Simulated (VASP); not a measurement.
# BiAs (I4mm) in VASP: electric field gradients with PBE

Aim: the electric field gradients of BiAs with PBE.

Everything below comes from runs of VASP 6.6.1. Logs are shortened: lines on timing, memory, paths and dates and some standing lists are left out, and cuts for length are marked.

## 1. The cell of the first run

The structure is tetragonal, space group I4mm (No. 107). The conventional cell has a = 4.266 Å, b = 4.266 Å, c = 6.033 Å, α = 90.00°, β = 90.00°, γ = 90.00°. Around Bi (site symmetry 4mm) lie 6 As at 2.90 to 3.14 Å. As (site symmetry 4mm) has 6 Bi at 2.90 to 3.14 Å as nearest neighbours.

The cell comes from a database or a generator and needn't be the stable form of this composition.

## 2. Electric field gradients, PBE (atom 1 (Bi) moved by [0.0, 0.0, 0.12] A, crystal datasets)

Input file INCAR:

```
ALGO     = Fast           # electronic algorithm
EDIFF    = 1E-8           # SCF threshold, eV
ENCUT    = 520            # plane-wave cutoff, eV
GGA      = PE             # functional
ISIF     = 2              # what is computed and relaxed
ISMEAR   = -1             # smearing method
LASPH    = True           # aspherical terms in the spheres
LCHARG   = False          # write CHGCAR
LEFG     = True         
LREAL    = False          # projectors in reciprocal space
LWAVE    = False          # write WAVECAR
NBANDS   = 17             # bands
NELM     = 100            # most SCF steps
PREC     = Accurate       # precision mode
SIGMA    = 0.03           # smearing width, eV
```

Input file KPOINTS:

```
k-points
0
Gamma
  11 11 11
```

Input file POSCAR:

```
BiAs
1.0
    0.0000000000      3.0165142405      3.0165142405
    3.0165142405      0.0000000000      3.0165142405
    3.0165142405      3.0165142405      0.0000000000
Bi As
1 1
Direct
    0.0198905078      0.0198905078     -0.0198905078
    0.5000000000      0.5000000000      0.5000000000
```

Potentials or basis: VASP PAW PBE potentials, release 64 (Bi_d, As).

Command:

```bash
cat potpaw_PBE.64/Bi_d/POTCAR potpaw_PBE.64/As/POTCAR > POTCAR
mpirun -np 1 vasp_std > vasp.out
```

OUTCAR:

```text
EDIFF = 1E-8
   ENCUT = 520
   GGA = PE
   ISIF = 2
   ISMEAR = -1
   LASPH = True
   LREAL = False
   NELM = 100
   PREC = Accurate

 ion  position               nearest neighbor table
   1  0.020  0.020  0.980-   2 2.90   2 3.02   2 3.02   2 3.02   2 3.02   2 3.14
   2  0.500  0.500  0.500-   1 2.90   1 3.02   1 3.02   1 3.02   1 3.02   1 3.14

  LATTYP: Found a face centered cubic cell.
 ALAT       =     6.0330284810

  Lattice vectors:

 A1 = (   0.0000000000,   3.0165142405,   3.0165142405)
 A2 = (   3.0165142405,   0.0000000000,   3.0165142405)
 A3 = (   3.0165142405,   3.0165142405,   0.0000000000)

Analysis of symmetry for initial positions (statically):
=====================================================================
 Subroutine PRICEL returns:
 Original cell was already a primitive cell.

 Routine SETGRP: Setting up the symmetry group for a
 face centered cubic supercell.

 Subroutine GETGRP returns: Found  8 space group operations
 (whereof  8 operations were pure point group operations)
 out of a pool of 48 trial point group operations.

The static configuration has the point symmetry C_4v.

Analysis of symmetry for dynamics (positions and initial velocities):
=====================================================================
 Subroutine PRICEL returns:
 Original cell was already a primitive cell.

 Routine SETGRP: Setting up the symmetry group for a
 face centered cubic supercell.

 Subroutine GETGRP returns: Found  8 space group operations
 (whereof  8 operations were pure point group operations)
 out of a pool of 48 trial point group operations.

The dynamic configuration has the point symmetry C_4v.

 Subroutine INISYM returns: Found  8 space group operations
 (whereof  8 operations are pure point group operations),
 and found     1 'primitive' translations

----------------------------------------------------------------------------------------

                                     Primitive cell

  volume of cell :      54.8967

  direct lattice vectors                    reciprocal lattice vectors
     0.000000000  3.016514240  3.016514240    -0.165754232  0.165754232  0.165754232
     3.016514240  0.000000000  3.016514240     0.165754232 -0.165754232  0.165754232
     3.016514240  3.016514240  0.000000000     0.165754232  0.165754232 -0.165754232

  length of vectors
     4.265995350  4.265995350  4.265995350     0.287094751  0.287094751  0.287094751

  position of ions in fractional coordinates (direct lattice)
     0.019890508  0.019890508  0.980109492
     0.500000000  0.500000000  0.500000000

  ion indices of the primitive-cell ions
   primitive index   ion index
                 1           1
                 2           2

----------------------------------------------------------------------------------------

 KPOINTS: k-points

Automatic generation of k-mesh.
 Grid dimensions read from file:
 generate k-points for:   11   11   11

 Generating k-lattice:

  Cartesian coordinates                     Fractional coordinates (reciprocal lattice)
    -0.015068567  0.015068567  0.015068567     0.090909091  0.000000000  0.000000000
     0.015068567 -0.015068567  0.015068567     0.000000000  0.090909091  0.000000000
     0.015068567  0.015068567 -0.015068567     0.000000000  0.000000000  0.090909091

  Length of vectors
     0.026099523  0.026099523  0.026099523

  Shift w.r.t. Gamma in fractional coordinates (k-lattice)
     0.000000000  0.000000000  0.000000000

 Subroutine IBZKPT returns following result:
 ===========================================

 Found    126 irreducible k-points:

 Following reciprocal coordinates:
            Coordinates               Weight
  0.000000  0.000000  0.000000      1.000000
  0.090909  0.000000  0.000000      8.000000
  0.181818  0.000000  0.000000      8.000000
  0.272727  0.000000  0.000000      8.000000
  0.363636  0.000000  0.000000      8.000000
  0.454545  0.000000  0.000000      8.000000
[... 16 lines left out ...]
 -0.181818  0.090909  0.000000      8.000000
  0.000000 -0.181818  0.090909     16.000000
 [... further k-points ...]
   k-points           NKPTS =    126   k-points in BZ     NKDIM =    126   number of bands    NBANDS=     17
   number of dos      NEDOS =    301   number of ions     NIONS =      2
   total plane-waves  NPLWV =  32768
   dimension x,y,z NGX =    32 NGY =   32 NGZ =   32
   dimension x,y,z NGXF=    64 NGYF=   64 NGZF=   64
   ions per type =               1   1
   NGX,Y,Z   is equivalent  to a cutoff of  12.47, 12.47, 12.47 a.u.
   NGXF,Y,Z  is equivalent  to a cutoff of  24.94, 24.94, 24.94 a.u.
 SYSTEM =  unknown system
   PREC   = accura    normal or accurate (medium, high low for compatibility)
   ISTART =      0    job   : 0-new  1-cont  2-samecut
   ICHARG =      2    charge: 1-file 2-atom 10-const
   ISPIN  =      1    spin polarized calculation?
   LNONCOLLINEAR =      F non collinear calculations
   LSORBIT =      F    spin-orbit coupling
   LASPH  =      T    aspherical Exc in radial PAW
   ENCUT  =  520.0 eV  38.22 Ry    6.18 a.u.   7.93  7.93  7.93*2*pi/ulx,y,z
   NELM   =    100;   NELMIN=  2; NELMDL= -5     # of ELM steps
   EDIFF  = 0.1E-07   stopping-criterion for ELM
   LREAL  =      F    real-space projection
   EDIFFG = 0.1E-06   stopping-criterion for IOM
   NSW    =      0    number of steps for IOM
   IBRION =     -1    ionic relax: 0-MD 1-quasi-New 2-CG
   NFREE  =      0    steps in history (QN), initial steepest desc. (CG)
   ISIF   =      2    stress and relaxation
   ISYM   =      2    0-nonsym 1-usesym 2-fastsym
   POTIM  = 0.5000    time-step for ionic-motion
   TEBEG  =    0.0;   TEEND  =   0.0 temperature during run
   PSTRESS=    0.0 pullay stress
   NELECT =      20.0000    total number of electrons
   NUPDOWN=      -1.0000    fix difference up-down
   EMIN   =  10.00;   EMAX   =-10.00  energy-range for DOS
   EFERMI =   0.00;   METHOD = LEGACY
   ISMEAR =    -1;   SIGMA  =   0.03  broadening in eV -4-tet -1-fermi 0-gaus
   EFERMI_NEDOS =   21; number of points for ismear=-14 and -15
   IALGO  =     68    algorithm
   IMIX   =      4    mixing-type and parameters
     AMIX     =   0.40;   BMIX     =  1.00
     AMIX_MAG =   1.60;   BMIX_MAG =  1.00
  volume/ion in A,a.u.               =      27.45       185.23
  Fermi-wavevector in a.u.,A,eV,Ry     =   1.169238  2.209539 18.600751  1.367117
  Thomas-Fermi vector in A             =   2.305713
   LORBIT       =      0    0 simple, 1 ext, 2 COOP (PROOUT), +10 PAW based schemes
   GGA     = PE    functional components
   LHFCALC =     F    Hartree Fock is set to
   AEXX    =    0.0000 exact exchange contribution
   IVDW    =     0    specifies the selected vdW correction
   LEPSILON=     F    determine dielectric tensor
   LRPA    =     F    only Hartree local field effects (RPA)
 non-spin polarized calculation
 RMM-DIIS sequential band-by-band and
  energy-cutoff  :      520.00
  volume of cell :       54.90
 maximum number of plane-waves:      1494
   NGX = 15   NGY = 15   NGZ = 15

 number of electron      20.0000001 magnetization

 Free energy of the ion-electron system (eV)
  ---------------------------------------------------
  ext. energy  EPLUGINS =         0.00000000
  ---------------------------------------------------
  free energy    TOTEN  =        -8.54536782 eV

  energy without entropy =       -8.54523376  energy(sigma->0) =       -8.54530079

 E-fermi :   6.2405     XC(G=0):  -9.9098

 val. band max:        6.1624123054   @ k =  -0.1818   0.1818   0.0000
 cond. band min:       6.3553282006   @ k =   0.4545   0.0000   0.0000
 fundamental gap:      0.1929158953
 Fermi energy:         6.2404886450

 k-point     1 :       0.0000    0.0000    0.0000
  band No.  band energies     occupation
      1     -16.8657      2.00000
      2     -16.8639      2.00000
      3     -16.8604      2.00000
      4     -16.8604      2.00000
      5     -16.8592      2.00000
      6      -7.4648      2.00000
[... 9 lines left out ...]
     16      12.0429      0.00000
     17      13.8030      0.00000
[... 441 lines left out ...]
 k-point    24 :       0.0000   -0.1818    0.0909
  band No.  band energies     occupation
      1     -16.8670      2.00000
      2     -16.8644      2.00000
      3     -16.8620      2.00000
      4     -16.8564      2.00000
      5     -16.8518      2.00000
      6      -6.8957      2.00000
[... 9 lines left out ...]
     16      13.8015      0.00000
     17      15.2902      0.00000

 [... further k-points ...]

------------------------ aborting loop because EDIFF is reached ----------------------------------------

  FORCE on cell =-STRESS in cart. coord.  units (eV):
  Direction    XX          YY          ZZ          XY          YZ          ZX
  --------------------------------------------------------------------------------------
  -------------------------------------------------------------------------------------
  Total        0.0401471      0.0401471      0.2424757      0.0000000     -0.0000000      0.0000000
  in kB        1.1717069      1.1717069      7.0767309      0.0000000     -0.0000000      0.0000000
  external PRESSURE =       3.1400482 kB  Pullay stress =       0.0000000 kB

 VOLUME and BASIS-vectors are now :
 -----------------------------------------------------------------------------
  energy-cutoff  :      520.00
  volume of cell :       54.90
      direct lattice vectors                 reciprocal lattice vectors
     0.000000000  3.016514240  3.016514240    -0.165754232  0.165754232  0.165754232
     3.016514240  0.000000000  3.016514240     0.165754232 -0.165754232  0.165754232
     3.016514240  3.016514240  0.000000000     0.165754232  0.165754232 -0.165754232

 POSITION                                       TOTAL-FORCE (eV/Angst)
 -----------------------------------------------------------------------------------
      3.01651      3.01651      0.12000         0.000000      0.000000      0.263415
      3.01651      3.01651      3.01651         0.000000      0.000000     -0.263415
 -----------------------------------------------------------------------------------
    total drift:                                0.000000      0.000000      0.000347

  FREE ENERGIE OF THE ION-ELECTRON SYSTEM (eV)
  ---------------------------------------------------
  free  energy   TOTEN  =        -8.5453678187 eV

  energy  without entropy=       -8.5452337635  energy(sigma->0) =       -8.54530079

 Electric field gradients (V/A^2)
---------------------------------------------------------------------
 ion       V_xx      V_yy      V_zz      V_xy      V_xz      V_yz
---------------------------------------------------------------------
   1      25.922    25.922   -51.844    -0.001    -0.000    -0.000
   2      -2.282    -2.282     4.563     0.000     0.000     0.000
---------------------------------------------------------------------

 Electric field gradients after diagonalization (V/A^2)
 (convention: |V_zz| > |V_xx| > |V_yy|)
----------------------------------------------------------------------
 ion       V_xx      V_yy      V_zz     asymmetry (V_yy - V_xx)/ V_zz
----------------------------------------------------------------------
   1      25.923    25.921   -51.844       0.000
   2      -2.282    -2.281     4.563       0.000
----------------------------------------------------------------------

           NMR quadrupolar parameters

 Cq : quadrupolar parameter    Cq=e*Q*V_zz/h
 eta: asymmetry parameters     (V_yy - V_xx)/ V_zz
 Q  : nuclear electric quadrupole moment in mb (millibarn)
----------------------------------------------------------------------
 ion       Cq(MHz)       eta       Q (mb)
----------------------------------------------------------------------
   1      -0.125       0.000       1.000
   2       0.011       0.000       1.000
----------------------------------------------------------------------
```

It took 53 s on 1 thread of Intel Xeon 6975P-C (Granite Rapids), shared host; peak memory 0.26 GiB.

Results:

| Quantity | Value |
| --- | --- |
| Free energy | -8.5454 eV |
| Pressure | 0.3 GPa |
| Largest force | 0.263 eV/Å |
| Band gap on the k mesh | 0.19 eV, indirect (least direct gap 0.41 eV) |

Forces on the atoms (eV/Å):
```
Bi   0.000  0.000  0.263
As   0.000  0.000 -0.263
```

Electric field gradients, principal values (V/Å²):
```
atom     Vxx     Vyy      Vzz
1 Bi  25.921  25.923  -51.844
2 As  -2.281  -2.282    4.563
```

Caveat: spin-orbit coupling is left out, which as a rule narrows the gap of such compounds by several tenths of an eV; an odd mesh through Γ misses points on the zone boundary, where band edges often lie.
